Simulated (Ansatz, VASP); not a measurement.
Given: the input of a run of Ansatz 0.2.0 on SiF. The cell comes from a database or a generator and needn't be the stable form of this composition.

input.yaml

```yaml
crystal:
  lattice:
    - [3.0286, 0.0, 0.0]
    - [0.0, 3.0286, 0.0]
    - [0.0, 0.0, 3.0286]
  atoms:
    - { symbol: Si, position: [0.5, 0.5, 0.5] }
    - { symbol: F, position: [0.0, 0.0, 0.0] }
hamiltonian:
  xc: revpbe
  pseudopotentials: { kind: paw }
kpoints:
  mp_grid: { grid: [9, 9, 9] }
scf:
  occupations: { method: fermi_dirac, width: 0.05 }
output:
  forces: true
  stress: true
  eigenvalues: true
relax:
  f_tol: 0.01
  max_steps: 40
  cell: { stress_tol: 0.05 }
```

Potentials or basis: Ansatz PAW.

The run is started by

```bash
$ ansatz run input.yaml --threads 2 --pin off --max-ram 5632MiB --backend cpu --events-out ev --progress --plain --runs-dir out
```

Task: What does the same run look like in VASP 6.6.1? Potentials or basis there: PBE PAW files F, Si, 600 eV.

Result: As run (cutoffs and basis follow the program's own potentials, and thresholds, step limits or extra output files can differ):

File INCAR:

```
SYSTEM = SiF
ALGO     = Normal         ! electronic algorithm
EDIFF    = 1E-6           ! SCF threshold, eV
EDIFFG   = -0.01          ! ionic threshold
ENCUT    = 600            ! plane-wave cutoff, eV
GGA      = RE             ! functional
IBRION   = 2              ! ionic algorithm
ISIF     = 3              ! what is computed and relaxed
ISMEAR   = -1             ! smearing method
LASPH    = .True.         ! aspherical terms in the spheres
LCHARG   = .False.        ! write CHGCAR
LREAL    = .False.        ! projectors in reciprocal space
LWAVE    = .False.        ! write WAVECAR
NELM     = 80             ! most SCF steps
NSW      = 40             ! ionic steps
PREC     = Accurate       ! precision mode
SIGMA    = 0.05           ! smearing width, eV
```

KPOINTS

```
k-points
0
Gamma
  9 9 9
  0 0 0
```

File POSCAR:

```
SiF
1.0
    3.0286000000      0.0000000000      0.0000000000
    0.0000000000      3.0286000000      0.0000000000
    0.0000000000      0.0000000000      3.0286000000
Si F
1 1
Direct
    0.5000000000      0.5000000000      0.5000000000
    0.0000000000      0.0000000000      0.0000000000
```

Potentials or basis: VASP PAW PBE potentials, release 64 (Si, F).

Command:

```console
$ cat potpaw_PBE.64/Si/POTCAR potpaw_PBE.64/F/POTCAR > POTCAR
$ mpirun -np 1 vasp_std > vasp.out
```

Both were run:

|  | Ansatz | VASP |
| --- | --- | --- |
| Relaxed volume | 14.27 Å³/atom | 14.21 Å³/atom |
| Relaxed cell | a = 3.056 Å, b = 3.056 Å, c = 3.056 Å, α = 90.00°, β = 90.00°, γ = 90.00° | a = 3.052 Å, b = 3.052 Å, c = 3.052 Å, α = 90.00°, β = 90.00°, γ = 90.00° |
| Space group after relaxing | Pm-3m (No. 221) | Pm-3m (No. 221) |
| Pressure after relaxing | 0.0 GPa | 0.0 GPa |

Ansatz's pressure holds a Pulay term of +0.41 GPa for its cutoff of 420 eV, which the other run lacks.

Ansatz's potentials were made for PBE. VASP's potentials were made for PBE.

Where Ansatz's input types no cutoff or centring, it takes its own default and a Γ-centred mesh.

Pressure is positive in compression.
